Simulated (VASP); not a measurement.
OSZICAR of a VASP run on LiCl (rock salt):

**OSZICAR**
```
       N       E                     dE             d eps       ncg     rms          rms(c)
DAV:   1     0.445136608243E+02    0.44514E+02   -0.43733E+03   630   0.103E+03
DAV:   2    -0.544638757031E+01   -0.49960E+02   -0.48501E+02   853   0.164E+02
DAV:   3    -0.741234876191E+01   -0.19660E+01   -0.19637E+01   796   0.391E+01
DAV:   4    -0.745253764807E+01   -0.40189E-01   -0.40166E-01   959   0.538E+00
DAV:   5    -0.745278695330E+01   -0.24931E-03   -0.24930E-03   809   0.450E-01    0.235E+00
DAV:   6    -0.737816236664E+01    0.74625E-01   -0.18695E-01   712   0.249E+00    0.169E+00
DAV:   7    -0.738014829228E+01   -0.19859E-02   -0.59611E-02   921   0.157E+00    0.919E-01
DAV:   8    -0.738477253955E+01   -0.46242E-02   -0.91333E-03   732   0.809E-01    0.139E-01
DAV:   9    -0.738476597381E+01    0.65657E-05   -0.32561E-04   869   0.160E-01    0.449E-02
DAV:  10    -0.738483739783E+01   -0.71424E-04   -0.13024E-04   700   0.103E-01    0.250E-02
DAV:  11    -0.738484447511E+01   -0.70773E-05   -0.61367E-06   928   0.238E-02    0.503E-03
DAV:  12    -0.738484603781E+01   -0.15627E-05   -0.47133E-07   731   0.636E-03    0.276E-03
DAV:  13    -0.738484548452E+01    0.55330E-06   -0.13915E-07   657   0.336E-03    0.391E-04
DAV:  14    -0.738484541213E+01    0.72390E-07   -0.77832E-09   358   0.921E-04
   1 F= -.76203808E+01 E0= -.76203808E+01  d E =-.659347E-15
```

**Question.** Which electronic solver shows in the log?

**Answer.** It is blocked Davidson (ALGO = Normal, or the opening steps of other solvers). The INCAR had ALGO = Normal.

**Question.** Can the final energy be trusted as converged?

**Answer.** The run converged. It stopped with EDIFF = 1E-7, NELM = 100 (PBE GGA with D4 dispersion, plane waves, VASP's PBE PAW potentials (set 64)).

The compound is LiCl in the rock salt structure. This cell is one point of a volume scan, at 1.06 of the reference volume.
